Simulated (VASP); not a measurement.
B2Te:

```xyz
6
Lattice="2.3820 -5.0804 0.0000 2.3820 5.0804 0.0000 0.0000 0.0000 3.3856" Properties=species:S:1:pos:R:3 pbc="T T T"
B     1.0089    1.1162    1.6928
B     3.7551   -1.1162    1.6928
B     1.0089   -1.1162    1.6928
B     3.7551    1.1162    1.6928
Te    1.1910    2.5402    0.0000
Te    1.1910   -2.5402    0.0000
```

The cell was built by a generator and needn't be a form met in nature.

- Program: VASP 6.6.1
- Task: relaxation of cell and atoms
- Functional: PBE
- Potentials or basis: VASP PAW PBE potentials, release 64 (B, Te)
- Cutoff: 600 eV
- k mesh: 4 × 4 × 6
- Occupations: gaussian, width 0.1 eV
- Spin: no spin polarisation

At the start: pressure 35.0 GPa; volume 13.66 Å³/atom.

Task: How do energy, volume and symmetry change on relaxing?

Result: Over 23 steps the energy falls by 1456.3 meV/atom and the volume is 17.29 Å³/atom (+26.6 %); space group Cmmm (No. 65, to 0.05 Å).

The path:
```
step  energy change (eV)  largest force (eV/Å)  pressure (GPa)  volume (Å³)
   1              0.0000                4.0341           35.02        81.94
   2             -5.6269                2.6574          -12.18       119.98
   3             -5.5337                3.2201          -10.57       112.72
   4             -6.2623                5.9465            5.59       101.04
   5             -7.0735                1.3804           -4.08       105.19
   6             -7.0782                1.4012           -3.67       104.94
   7             -7.6415                1.4992           -0.03        98.74
   8             -7.6996                0.3104           15.10        87.56
   9             -7.8915                1.4564            4.83        93.75
  10             -7.9125                1.0919            8.86        90.85
  11             -8.0962                0.1195            9.49        91.95
  12             -8.0977                0.0486            9.62        92.05
  13             -8.4515                0.1349            3.55        97.83
  14             -8.5877                0.2592           -1.05       103.88
  15             -8.5932                0.2846           -1.91       105.28
  16             -8.6452                0.4345           -0.75       104.58
  17             -8.6585                0.7462            0.19       104.04
  18             -8.6979                0.4612            0.29       103.72
  19             -8.7313                0.1273            0.65       103.06
  20             -8.7315                0.1559            0.70       103.00
  21             -8.7372                0.0607            0.10       103.56
  22             -8.7373                0.0779            0.00       103.66
  23             -8.7377                0.0379            0.09       103.72
```

Final structure:
```
B Te
1.0
     3.15009   -4.53227    0.00000
     3.15009    4.53227    0.00000
     0.00000    0.00000    3.63247
B Te
4 2
Cartesian
  0.8501 0.8204 1.8162
  5.4500 -0.8204 1.8162
  0.8501 -0.8204 1.8162
  5.4500 0.8204 1.8162
  1.5750 2.2661 0.0000
  1.5750 -2.2661 0.0000
```

Caveat: the k mesh is coarse (spacing up to 0.36 Å⁻¹), so the values aren't converged; the volume moved by over 15 % at a fixed basis, so the end points are rough.
